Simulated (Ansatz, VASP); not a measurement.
# Cross-check of Bi2Pd (Urvantsevite) between VASP and Ansatz

One calculation is typed for both programs; each brings its own data sets. How far apart do they land? The cell is taken from a series of runs on this material, whose earlier steps may have relaxed, scaled, displaced or heated it; both programs get it as it stands.

Main program and level: Ansatz 0.2.0; plane waves, with VASP 6.6.1 beside it; PBEsol.

In doubt: a PseudoDojo file used here is known to give poor structures and forces (step 3), which bears on pressures, cells, forces and phonons.

## 1. Starting point

It takes space group I4/mmm (No. 139, tetragonal). The conventional cell has a = 3.362 Å, b = 3.362 Å, c = 12.789 Å, α = 90.00°, β = 90.00°, γ = 90.00°. Bi has 4 Pd at 2.95 Å nearest. Nearest to Pd lie 8 Bi at 2.95 Å. Farther neighbours are not listed.

Coordinates:

```cif
data_structure
_symmetry_space_group_name_H-M 'P 1'
_symmetry_Int_Tables_number 1
_cell_length_a 6.8221
_cell_length_b 6.8221
_cell_length_c 6.8221
_cell_angle_alpha 151.472
_cell_angle_beta 151.472
_cell_angle_gamma 40.784
_cell_volume 72.27
loop_
_atom_site_label
_atom_site_type_symbol
_atom_site_fract_x
_atom_site_fract_y
_atom_site_fract_z
_atom_site_occupancy
Bi1 Bi 0.36304 0.36304 0.00000 1
Bi2 Bi 0.63696 0.63696 0.00000 1
Pd3 Pd 0.00000 0.00000 0.00000 1
```

## 2. VASP: relaxation of cell and atoms, PBEsol

The relaxed volume is the usual yardstick between codes: in a stiff, nearly cubic crystal its relative difference is about their pressure difference at one cell divided by the bulk modulus.

Lines of VASP's logs that name or quote its potential files are left out, and so is its time.

INCAR reads:

```
SYSTEM = Bi2Pd
PREC = Accurate
ENCUT = 500
EDIFF = 1E-07
NELM = 120
ISMEAR = 1
SIGMA = 0.2
LREAL = .FALSE.
ALGO = Normal
GGA = PS
NBANDS = 26
LASPH = .TRUE.
LORBIT = 11
LWAVE = .FALSE.
LCHARG = .FALSE.
ISIF = 3
IBRION = 2
NSW = 80
EDIFFG = -0.005
GGA_COMPAT = .FALSE.
NELMIN = 4
KPAR = 2
```

POSCAR reads:

```
Bi2Pd
1.0
   -1.6808720000      1.6808720000      6.3945640000
    1.6808720000     -1.6808720000      6.3945640000
    1.6808720000      1.6808720000     -6.3945640000
Bi Pd
2 1
Direct
    0.3630418743      0.3630418743      0.0000000000
    0.6369581257      0.6369581257      0.0000000000
    0.0000000000      0.0000000000      0.0000000000
```

KPOINTS reads:

```
Automatic mesh
0
Gamma
12 12 12
0 0 0
```

Potentials, in the order of the species: Bi_d and Pd (PBE family, release 64).

The run is started by

```
$ mpirun -np 2 vasp_std
```

Numbers of over 12 decimals in the logs are rounded to 6 here.

What it wrote:

```text
[banner, memory and clock lines left out]
running    2 mpi-ranks, on    1 nodes
 distrk:  each k-point on    1 cores,    2 groups
 distr:  one band on    1 cores,    1 groups

 POSCAR found type information on POSCAR BiPd
 POSCAR found :  2 types and       3 ions
|                                                                             |
|               ----> ADVICE to this user running VASP <----                  |
|                                                                             |
|     You enforced a specific xc type in the INCAR file but a different       |
|     [... a line on the potential file left out ...]
|     I HOPE YOU KNOW WHAT YOU ARE DOING!                                     |
|                                                                             |

 LDA part: xc-table for (Slater+PW92), standard interpolation
 POSCAR, INCAR and KPOINTS ok, starting setup
 FFT: planning ... GRIDC
 FFT: planning ... GRID_SOFT
 FFT: planning ... GRID
 WAVECAR not read
 entering main loop
       N       E                     dE             d eps       ncg     rms          rms(c)
DAV:   1     0.409257764930E+03    0.40926E+03   -0.20285E+04  8502   0.186E+03
DAV:   2     0.206867576536E+02   -0.38857E+03   -0.38110E+03  8596   0.483E+02
DAV:   3    -0.142625400110E+02   -0.34949E+02   -0.34497E+02 10146   0.158E+02
DAV:   4    -0.154441105185E+02   -0.11816E+01   -0.11748E+01 10090   0.300E+01
DAV:   5    -0.154948868364E+02   -0.50776E-01   -0.50770E-01 11912   0.571E+00    0.462E+00
DAV:   6    -0.153170021602E+02    0.17788E+00   -0.32684E-01  9366   0.460E+00    0.234E+00
DAV:   7    -0.152808067232E+02    0.36195E-01   -0.15958E-01 10080   0.303E+00    0.948E-01
DAV:   8    -0.152726212103E+02    0.81855E-02   -0.57658E-02  8984   0.157E+00    0.370E-01
DAV:   9    -0.152717851572E+02    0.83605E-03   -0.58802E-03 11176   0.656E-01    0.695E-02
DAV:  10    -0.152717250922E+02    0.60065E-04   -0.56084E-04  9132   0.177E-01    0.281E-02
DAV:  11    -0.152717246722E+02    0.42009E-06   -0.69163E-05 11322   0.629E-02    0.507E-03
DAV:  12    -0.152717240843E+02    0.58788E-06   -0.45694E-06 10754   0.186E-02    0.265E-03
DAV:  13    -0.152717236492E+02    0.43510E-06   -0.21815E-07  7572   0.348E-03    0.602E-04
DAV:  14    -0.152717235375E+02    0.11166E-06   -0.18603E-08  4722   0.148E-03    0.211E-04
DAV:  15    -0.152717235067E+02    0.30828E-07   -0.56023E-09  4666   0.707E-04
   1 F= -.15271724E+02 E0= -.15271740E+02  d E =-.152717E+02
 curvature:   0.00 expect dE= 0.000E+00 dE for cont linesearch  0.000E+00
 trial: gam= 0.00000 g(F)=  0.344E-05 g(S)=  0.240E-06 ort = 0.000E+00 (trialstep = 0.100E+01)
 search vector abs. value=  0.368E-05
 bond charge predicted
       N       E                     dE             d eps       ncg     rms          rms(c)
DAV:   1    -0.152717241167E+02   -0.57916E-06   -0.12205E-03  9892   0.198E-01    0.772E-03
DAV:   2    -0.152717272855E+02   -0.31688E-05   -0.51104E-05 10004   0.585E-02    0.472E-03
DAV:   3    -0.152717269178E+02    0.36771E-06   -0.32262E-06 10654   0.158E-02    0.279E-03
DAV:   4    -0.152717266141E+02    0.30366E-06   -0.13151E-06 10860   0.136E-02    0.684E-04
DAV:   5    -0.152717266577E+02   -0.43559E-07   -0.10284E-07  4654   0.394E-03
   2 F= -.15271727E+02 E0= -.15271745E+02  d E =-.315100E-05
 trial-energy change:   -0.000003  1 .order   -0.000003   -0.000004   -0.000003
 step:   3.7377(harm=  3.7377)  dis= 0.00108  next Energy=   -15.271730 (dE=-0.687E-05)
 reached required accuracy - stopping structural energy minimisation
```

OUTCAR, selected parts (step 2):

```text
ion  position               nearest neighbor table
   1  0.363  0.363  0.000-   3 2.95   3 2.95   3 2.95   3 2.95   2 3.50   2 3.74   2 3.74   2 3.74
                             2 3.74
   2  0.637  0.637  0.000-   3 2.95   3 2.95   3 2.95   3 2.95   1 3.50   1 3.74   1 3.74   1 3.74
                             1 3.74
   3  0.000  0.000  0.000-   2 2.95   2 2.95   2 2.95   1 2.95   2 2.95   1 2.95   1 2.95   1 2.95

  LATTYP: Found a body centered tetragonal cell.
 ALAT       =     3.3617440000
 C/A-ratio  =     3.8043134754

 Subroutine GETGRP returns: Found 16 space group operations
 (whereof 16 operations were pure point group operations)

The static configuration has the point symmetry D_4h.

 Found    163 irreducible k-points:

   k-points           NKPTS =    163   k-points in BZ     NKDIM =    163   number of bands    NBANDS=     26

   dimension x,y,z NGX =    50 NGY =   50 NGZ =   50
   dimension x,y,z NGXF=   100 NGYF=  100 NGZF=  100

   ENCUT  =  500.0 eV  36.75 Ry    6.06 a.u.  12.44 12.44 12.44*2*pi/ulx,y,z

   NELECT =      40.0000    total number of electrons

 k-points in reciprocal lattice and weights: Automatic mesh
   0.00000000  0.00000000  0.00000000       0.001
   0.08333333 -0.00000000  0.00000000       0.005
   0.16666667  0.00000000  0.00000000       0.005
   0.25000000 -0.00000000  0.00000000       0.005
   0.33333333 -0.00000000  0.00000000       0.005
   0.41666667 -0.00000000  0.00000000       0.005
   0.50000000 -0.00000000  0.00000000       0.002
   0.08333333  0.08333333  0.00000000       0.005
   0.16666667  0.08333333  0.00000000       0.009
[...]
-0.41666667 -0.41666667  0.41666667       0.001
   0.50000000  0.50000000  0.50000000       0.001

 average (electrostatic) potential at core
       1-101.7432       2-101.7432       3 -71.5442

 E-fermi :   9.2056

 k-point     1 :       0.0000    0.0000    0.0000
  band No.  band energies     occupation
    ...
     14       5.2312      2.00000
     15       5.9612      2.00000
     16       5.9612      2.00000
     17       6.3938      2.00000
     18       6.5695      2.00000
     19      11.0790     -0.00000
     20      11.6177     -0.00000
     21      11.6177     -0.00000
     22      12.3233     -0.00000
     23      12.3233     -0.00000
    ...

 k-point     2 :       0.0833   -0.0000    0.0000
  band No.  band energies     occupation
    ...
     14       5.2502      2.00000
     15       5.9157      2.00000
     16       5.9875      2.00000
     17       6.3966      2.00000
     18       6.5085      2.00000
     19      10.2955     -0.00000
     20      10.7336     -0.00000
     21      11.7235     -0.00000
     22      12.0417     -0.00000
     23      12.4289     -0.00000
    ...

 k-point     3 :       0.1667    0.0000    0.0000
  band No.  band energies     occupation
    ...
     15       5.7843      2.00000
     16       6.0588      2.00000
     17       6.3523      2.00000
     18       6.3976      2.00000
     19       8.6225      2.00030
     20       9.3472      0.07471
     21      11.9964     -0.00000
     22      12.0069     -0.00000
     23      12.7418     -0.00000
     24      15.4818      0.00000
    ...

  Total       -0.0013252     -0.0013252     -0.0063861      0.0000000      0.0000000      0.0000000
  in kB       -0.0293822     -0.0293822     -0.1415893      0.0000000      0.0000000      0.0000000
  external PRESSURE =      -0.0667845 kB  Pullay stress =       0.0000000 kB

  energy-cutoff  :      500.00
  volume of cell :       72.26
      direct lattice vectors                 reciprocal lattice vectors
    -1.680879883  1.680879883  6.394168974     0.000000000  0.297463254  0.078196244
     1.680879883 -1.680879883  6.394168974     0.297463254  0.000000000  0.078196244
     1.680879883  1.680879883 -6.394168974     0.297463254  0.297463254  0.000000000

 POSITION                                       TOTAL-FORCE (eV/Angst)
 -----------------------------------------------------------------------------------
      0.00000      0.00000      4.64241        -0.000000     -0.000000     -0.004014
      1.68088      1.68088      1.75175         0.000000      0.000000      0.004014
      1.68088      1.68088     -6.39417         0.000000      0.000000      0.000000
 -----------------------------------------------------------------------------------
    total drift:                                0.000000      0.000000     -0.000000

  FREE ENERGIE OF THE ION-ELECTRON SYSTEM (eV)
  ---------------------------------------------------
  free  energy   TOTEN  =       -15.2717266577 eV

  energy  without entropy=      -15.2717802080  energy(sigma->0) =      -15.27174451

 reached required accuracy - stopping structural energy minimisation

 total charge
# of ion       s       p       d       tot
------------------------------------------
    1        1.543   1.295   9.938  12.776
    2        1.543   1.295   9.938  12.776
    3        0.404   0.395   8.614   9.413
--------------------------------------------------
tot          3.490   2.985  28.490  34.965

[... 3 further parts left out ...]
```

CONTCAR:

```
Bi2Pd
   1.00000000000000
    -1.6808798827073899    1.6808798827073899    6.3941689736260185
     1.6808798827073899   -1.6808798827073899    6.3941689736260185
     1.6808798827073899    1.6808798827073899   -6.3941689736260185
  Bi              Pd
     2     1
Direct
     0.3630193597396594    0.3630193597396594    0.0000000000000000
     0.6369806402603406    0.6369806402603406    1.0000000000000000
     0.0000000000000000    0.0000000000000000    1.0000000000000000
```

The run keeps the 16 symmetry operations of its start, so it cannot find a distortion of lower symmetry.

## 3. Ansatz: relaxation of cell and atoms, PBEsol

Ansatz runs on norm-conserving files, of PseudoDojo where its log says so.

The same cell, functional, mesh and smearing now go to Ansatz, which takes its cutoff from its data sets.

input.yaml reads:

```yaml
crystal:
  lattice:
    - [-1.6808719102, 1.6808719102, 6.3945644638]
    - [1.6808719102, -1.6808719102, 6.3945644638]
    - [1.6808719102, 1.6808719102, -6.3945644638]
  atoms:
    - { symbol: Bi, position: [0.3630418855, 0.3630418855, 0.0] }
    - { symbol: Bi, position: [0.6369581145, 0.6369581145, 0.0] }
    - { symbol: Pd, position: [0.0, 0.0, 0.0] }
kpoints:
  mp_grid: { grid: [12, 12, 12] }
hamiltonian:
  xc: pbesol
  pseudopotentials: { kind: nc, accuracy: standard }
scf:
  occupations: { method: methfessel_paxton, width: 0.2 }
output:
  forces: true
  stress: true
  eigenvalues: true
relax:
  adjacent_minimum: "off"
  f_tol: 0.001
  max_steps: 60
  cell: { stress_tol: 0.01 }
```

The run is started by

```
$ ansatz run input.yaml --threads 8 --pin off --max-ram 16384MiB --backend cpu --events-out ev --progress --plain --runs-dir out
```

What it wrote:

```text
basis.fft_grid_basis auto: the FFT boxes are laid along the combinations [[1, 0, 1], [0, 1, 1], [0, 0, 1]] of the cell's own vectors, 3.362, 3.362 and 6.822 Å long. The dense box has 40×40×75 points. Along the cell's own vectors, as sized, it would have 75×75×75, 3.52 times as many. Of the 16 symmetry operations that the crystal satisfies within crystal.symmetry.tolerance (time reversal apart; of a slab, those that k [...]
Engine: ansatz 0.2.0, aarch64-unknown-linux-gnu
Pseudopotentials: kind: nc
Pseudopotential: Bi, nc, valence charge 15, recommended cutoff 897.975746 eV (normal), Bi.nc.azcp (PseudoDojo's, or run here from an input of PseudoDojo's; its table is named by hamiltonian.pseudopotentials.accuracy)
Pseudopotential: Pd, nc, valence charge 18, recommended cutoff 1115.666836 eV (normal), Pd.nc.azcp (PseudoDojo's, or run here from an input of PseudoDojo's; its table is named by hamiltonian.pseudopotentials.accuracy)
Functional definition: PBEsol
  exchange = pbesol_x
  correlation = pbesol_c
Crystal: 3 atoms, lattice volume = 72.267 Å³
Basis set: ecut = 1115.666836 eV, 6091 PW (Γ), FFT grids on a1+a3, a2+a3, a3, exchange–correlation on 80×80×150 points (8 copies of the dense FFT grid, shifted against one another)
Bands: 29, of which v1, the nominal top of the filled ones, is band 24 counted from 1 (23 counted from 0)
Symmetry: 16 space group operations
Space group: I4/mmm (ITA 139), of the structure as read, at distance tolerance 4.2e-5 Å
k-points: 163 of 1728
Non-local potential: Bi, projectors of the file, l = 0: 2, l = 1: 2, l = 2: 2, l = 3: 2
Non-local potential: Pd, projectors of the file, l = 0: 2, l = 1: 2, l = 2: 2
Initial density: superposition of atomic densities (chi_scale 0.1, normalization cell, long waves kept (reshape's long-wave potential 0.03 eV rms))
Initial wavefunctions: pseudopotential atomic-orbital guess
Functional: x = pbesol(κ = 0.804, μ = 0.123457), c = pbesol(β = 0.046)
SCF iter   1: F=—  HF=-8119.963125 eV  |F-HF|=—  |Δ(HF+E_count)|=         —  Δρ=1.77e-1  dr2=4.16e1  ethr=3.10e-3  ⟨swp⟩=7.0  Hψ=23302  notcnv=0
preconditioner: auto → Kerker (q_TF=auto, 2.548 Å⁻¹)  [metal: Δε(μ)=0.021 eV  Ē_g=17.397 eV  σ=0.200 eV  W_gap=0.09  n_scr=20 (ndim 8)  ℏωp=27.6 eV  f_vac=0.000  D(μ)=3.16/eV (n_scr^D=24)]
SCF iter   2: F=—  HF=-8116.632375 eV  |F-HF|=—  |Δ(HF+E_count)|=    3.33e0  S|Δr|=    0.00e0  Δρ=8.12e-2  dr2=4.11e0  ethr=3.10e-3  ⟨swp⟩=5.2  Hψ=13759  notcnv=0  defer=36
SCF iter   3: F=—  HF=-8115.801298 eV  |F-HF|=—  |Δ(HF+E_count)|=   8.31e-1  S|Δr|=    0.00e0  Δρ=2.11e-2  dr2=1.79e-1  ethr=3.10e-3  ⟨swp⟩=3.0  Hψ=11238  notcnv=0  defer=93
SCF iter   4: F=—  HF=-8115.770077 eV  |F-HF|=—  |Δ(HF+E_count)|=   3.12e-2  S|Δr|=    0.00e0  Δρ=7.04e-3  dr2=6.72e-2  ethr=3.73e-4  ⟨swp⟩=2.6  Hψ=9948  notcnv=0  defer=85
SCF iter   5: F=—  HF=-8115.761138 eV  |F-HF|=—  |Δ(HF+E_count)|=   8.94e-3  S|Δr|=    0.00e0  Δρ=1.54e-3  dr2=4.69e-3  ethr=1.40e-4  ⟨swp⟩=1.9  Hψ=5609  notcnv=0  defer=85
SCF iter   6: F=—  HF=-8115.760451 eV  |F-HF|=—  |Δ(HF+E_count)|=   6.86e-4  S|Δr|=    0.00e0  Δρ=6.18e-4  dr2=8.90e-4  ethr=9.76e-6  ⟨swp⟩=2.1  Hψ=8270  notcnv=0  defer=84
SCF iter   7: F=—  HF=-8115.760371 eV  |F-HF|=—  |Δ(HF+E_count)|=   8.00e-5  S|Δr|=    0.00e0  Δρ=3.63e-4  dr2=2.47e-4  ethr=1.85e-6  ⟨swp⟩=1.9  Hψ=5690  notcnv=0  defer=84
SCF iter   8: F=—  HF=-8115.760347 eV  |F-HF|=—  |Δ(HF+E_count)|=   2.42e-5  S|Δr|=    0.00e0  Δρ=1.32e-4  dr2=3.30e-5  ethr=5.14e-7  ⟨swp⟩=2.0  Hψ=6225  notcnv=0  defer=84
SCF iter   9: F=—  HF=-8115.760515 eV  |F-HF|=—  |Δ(HF+E_count)|=   1.68e-4  S|Δr|=    0.00e0  Δρ=5.89e-5  dr2=6.65e-6  ethr=6.87e-8  ⟨swp⟩=2.2  Hψ=7372  notcnv=0  defer=84
SCF iter  10: F=—  HF=-8115.760514 eV  |F-HF|=—  |Δ(HF+E_count)|=   9.41e-7  S|Δr|=    0.00e0  Δρ=2.64e-5  dr2=7.80e-7  ethr=1.39e-8  ⟨swp⟩=2.3  Hψ=7381  notcnv=0  defer=84
SCF iter  11: F=-8115.760514 eV  HF=-8115.760514 eV  |F-HF|=4.01e-8  |Δ(HF+E_count)|=   1.22e-7  S|Δr|=    0.00e0  Δρ=7.37e-6  dr2=4.62e-8  ethr=2.08e-10  ⟨swp⟩=11.4  Hψ=32657  notcnv=0
SCF 1 converged in 11 iterations: F = -8115.760514 eV  dr2 = 4.62e-8
relax step   1: F+E_penalty+E_count = -8115.76051418 eV  Δ(F+E_penalty+E_count) = +0.000e0 eV  max|allowed force component| = 5.124e-3 eV/Å  Δτ_max = 0.0000 Å  P = -0.104 GPa  Ω = 72.267 Å³  (11 SCF iters, dr2 threshold 1.00e-7 eV, accepted)
[...]
relax step   2: F+E_penalty+E_count = -8115.76049339 eV  Δ(F+E_penalty+E_count) = +2.079e-5 eV  max|allowed force component| = 7.956e-3 eV/Å  Δτ_max = 0.0058 Å  P = +0.122 GPa  Ω = 71.960 Å³  energy of the carried Pulay correction = +1.109e-5 eV  (6 SCF iters, dr2 threshold 3.01e-8 eV, rejected (line search))
[...]
relax step   3: F+E_penalty+E_count = -8115.76057610 eV  Δ(F+E_penalty+E_count) = -6.192e-5 eV  max|allowed force component| = 8.579e-5 eV/Å  Δτ_max = 0.0025 Å  P = -0.001 GPa  Ω = 72.130 Å³  energy of the carried Pulay correction = +4.948e-6 eV  (9 SCF iters, accepted)
[...]
relax step   4: F+E_penalty+E_count = -8115.76057117 eV  Δ(F+E_penalty+E_count) = +4.928e-6 eV  max|allowed force component| = 8.612e-5 eV/Å  Δτ_max = 0.0000 Å  P = -0.001 GPa  Ω = 72.130 Å³  stress off target by 1.20e-3 GPa  SCF on the basis re-selected at this cell (its energy is not comparable with the rows above)  (4 SCF iters)
basis re-selected at this cell: Δ(F+E_penalty+E_count) = +4.928e-6 eV, ΔP = -0.000 GPa vs the last step (what re-selecting the basis moved, of the pressure what is left beyond the Pulay correction that the steps carried, after the strain that the cell walked since its last selection, with what the two solves' SCF thresholds leave and, on support functions, any second-order correction that the steps lacked; it is no m [...]
SCF converged after 4 iterations
Stability not checked: this state was not tested for a lower state beside it, because cold or Methfessel-Paxton smearing, or corrected tetrahedra, fill the levels in a way that the test cannot read (fill_not_monotonic; see scf.lower_state_search)
Free energy (F): -8115.760571 eV
Harris-Foulkes:  -8115.760571 eV  (|F-HF|=1.82e-12)
Internal energy: -8115.760678 eV  (E = F + TS)
E sigma→0 (E₀):  -8115.760598 eV
Entropy (-TS):   0.000107 eV (0.036 meV/atom)
Fermi energy:    14.734546 eV
--- Per-component energies (eV) ---
  E_band       = -322.452840
  E_kinetic    = 3370.318428
  E_local      = -5625.525530  (includes V_loc(G=0)·N_el)
  E_nonlocal   = -805.856675
  E_hartree    = 1947.874748
  E_xc         = -1714.769824
  E_vxc        = -1157.138523  (∫ρ·V_xc dr)
  E_ewald      = -5287.801824
  E_smearing   = 0.000107  (= −TS)
  E_closure    = 0.000000  (closes the sum)
  Σ components = -8115.760571   (vs F -8115.760571, Δ=0.00e0)
--- Forces (eV/Å), atoms counted from 1 ---
  atom   1  Bi     0.00000000     0.00000000    -0.00008612
  atom   2  Bi     0.00000000     0.00000000     0.00008612
  atom   3  Pd    -0.00000000     0.00000000     0.00000000
  max |Σ_I F_I| component: 4.07e-20 eV/Å
--- Stress (GPa, compression-positive) ---
       -0.001118       0.000000      -0.000000
        0.000000      -0.001118      -0.000000
       -0.000000       0.000000      -0.001196
  P = ⅓ Tr σ = -0.0011 GPa (-0.011 kbar)
--- Band table (eV; the first three rows and the last of 163) ---
  k-point 0: bands = [... 20 lower, 11.9171, 12.0982, 16.6134, 17.1654, 17.1654, 17.8423, 17.8423, 19.4231, ... 1 higher]
  k-point 1: bands = [... 20 lower, 11.9212, 11.9687, 15.7017, 16.0319, 16.6379, 17.0137, 17.9403, 20.7987, ... 1 higher]
  k-point 2: bands = [... 20 lower, 11.7374, 11.9206, 14.1949, 14.7909, 15.5191, 15.7404, 18.1983, 22.2025, ... 1 higher]
  k-point 162: bands = [... 20 lower, 11.9706, 12.0983, 13.1226, 16.1635, 16.1635, 19.4982, 19.4982, 20.6813, ... 1 higher]
--- Relaxed structure (3 steps of the walk, 2 accepted, 1 SCFs on fresh bases) ---
  F+E_penalty+E_count = -8115.76057117 eV   max|allowed force component| = 8.612e-5 eV/Å   (the final SCF, on the basis selected at the relaxed cell)
  cell:  # Å, volume = 72.1297 Å³
    - [-1.679950, 1.679950, 6.389415]
    - [1.679950, -1.679950, 6.389415]
    - [1.679950, 1.679950, -6.389415]
  atoms:
    - { symbol: Bi, position: [0.362849, 0.362849, 0] }
    - { symbol: Bi, position: [0.637151, 0.637151, 0] }
    - { symbol: Pd, position: [0, 0, 0] }
```

## 4. Comparison

Known differences besides the potentials themselves: the data sets hold 48 valence electrons in Ansatz (on norm-conserving files, of PseudoDojo where its log says so) and 40 in VASP; the cutoff is 1115.67 eV in Ansatz and 500 eV in VASP; Ansatz adds a Pulay correction to the stress that steers its cell, VASP none. Total energies have different zeros and are not compared.

The two programs side by side:

```tsv
quantity	Ansatz	VASP	difference
volume (Å³)	72.13	72.26	-0.18 %
edge a after relaxation, in the typed setting (Å)	6.817	6.822	-0.07 %
```

## 5. What came out

```
difference in volume (relaxation of cell and atoms, PBEsol) : -0.18 %
```

The difference in volume is -0.18 % (relaxation of cell and atoms, PBEsol), within the 1.2 % picked in this series as the mark of a large difference, as far as the stopping tolerances let one tell. The data sets hold unlike numbers of valence electrons (48 in Ansatz and 40 in VASP), so part of the differences may come from the potentials. Such differences can come from data sets, numerical settings and the points named under the comparisons, not from the functional's error against experiment.

[Lines on the potential files, build, host, timing and source positions are cut from VASP's logs without a mark.]

[Logs are printed without paths, hosts, clocks, repeated set-up lines and the standing remarks that a program may print on its own settings, such as how far it seeks lower states.]

[Hosts, paths, dates, database ids (printed as entryN), source tags and the programs' standing remarks are cut or masked in the printed files.]
